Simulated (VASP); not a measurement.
Given:

```
Re
1.0
    0.00000     1.97500     1.97500
    1.97500     0.00000     1.97500
    1.97500     1.97500     0.00000
Re
1
Cartesian
  0.00000   0.00000   0.00000
```

Level of theory: LDA (Ceperley-Alder, Perdew-Zunger), VASP's LDA PAW potentials (set 64) (plane waves; VASP). Settings: 300 eV cut-off, 10×10×10 Γ-centred mesh, Fermi-Dirac smearing of 0.050 eV, potentials Re.

At this cut-off the stress carries a Pulay error, which pulls relaxed volumes low.

Problem. Give the stress tensor in GPa (positive for a compressed cell).

Solution. 
```
-24.85    0.00    0.00
  0.00  -24.85    0.00
  0.00    0.00  -24.85
```
The pressure is its mean diagonal, -24.85 GPa.

The structure comes from a measured Re entry of the Crystallography Open Database, whose conditions weren't checked. The cell was not relaxed at this level.
